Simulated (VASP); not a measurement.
Mg6MnNb: single point with PBE

The system is Mg6MnNb.

```
Nb Mn Mg
1.0
     4.82729    0.00000    0.00000
     0.00000    3.02345    5.53275
     0.00000   -3.02345    5.53275
Nb Mn Mg
1 1 6
Direct
  0.50189 0.68834 0.68462
  0.00141 0.81070 0.81174
  0.50205 0.16697 0.16943
  0.50262 0.67765 0.16644
  0.48846 0.17128 0.67590
  0.99983 0.32114 0.34081
  0.99324 0.82305 0.33776
  0.00271 0.34015 0.81697
```

The cell comes from a database or a generator and needn't be the stable form of this composition.

The cell isn't the ideal one: atoms moved at random, drawn with an rms of 0.05 Å.

| Property | Result |
| --- | --- |
| Program | VASP 6.6.1 |
| Task | single point |
| Functional | PBE |
| Potentials or basis | VASP PAW PBE potentials, release 64 (Nb_sv, Mn_pv, Mg) |
| Cutoff | 520 eV |
| k mesh | 6 × 5 × 5 |
| Occupations | fermi-dirac, width 0.05 eV |
| Spin | collinear spin, ferromagnetic start |
| Starting moments | [0.0, 4.0, 0.0, 0.0, 0.0, 0.0, 0.0, 0.0] μB |

```
Pressure                                              : -0.2 GPa
Largest force                                         : 0.323 eV/Å
Band gap on the k mesh                                : none (metal or under the smearing width)
Net moment                                            : 2.52 μB per cell
Site moments                                          : Nb -0.69; Mn +3.39; Mg +0.01, -0.00, -0.01 μB
Valence electrons inside the program's atomic spheres : Nb 10.58; Mn 11.46; Mg 0.39, 0.38, 0.36
```

Forces on the atoms (eV/Å):
```
Nb  -0.068 -0.015  0.315
Mn  -0.034 -0.056 -0.222
Mg  -0.075  0.109  0.007
Mg  -0.096  0.076  0.012
Mg   0.263 -0.178  0.011
Mg  -0.058  0.164 -0.178
Mg   0.206 -0.014 -0.068
Mg  -0.136 -0.085  0.124
```

Stress tensor (GPa, compression positive):
```
-0.10 -0.17 -0.08
-0.17  0.21 -0.19
-0.08 -0.19 -0.63
```

Levels at points of the mesh, in eV from the Fermi level:
Spin up:
| k point | band 18 | band 19 | band 20 | band 21 | band 22 | band 23 |
| --- | --- | --- | --- | --- | --- | --- |
| (0.00, 0.00, 0.00) | -1.19 | -1.08 | -0.86 | 0.10 | 0.20 | 0.54 |
| (0.50, 0.00, 0.00) | -1.01 | -0.89 | -0.83 | -0.33 | -0.04 | 0.25 |
Spin down:
```csv
k point,band 16,band 17,band 18,band 19,band 20,band 21
"(0.00, 0.00, 0.00)",-0.87,-0.73,-0.50,0.41,0.63,0.85
"(0.50, 0.00, 0.00)",-0.89,-0.71,-0.54,-0.42,-0.25,-0.06
```

It took 7.2 min on 1 thread of Intel(R) Xeon(R) 6975P-C (Granite Rapids), with other jobs on the host, peak memory 0.78 GiB.
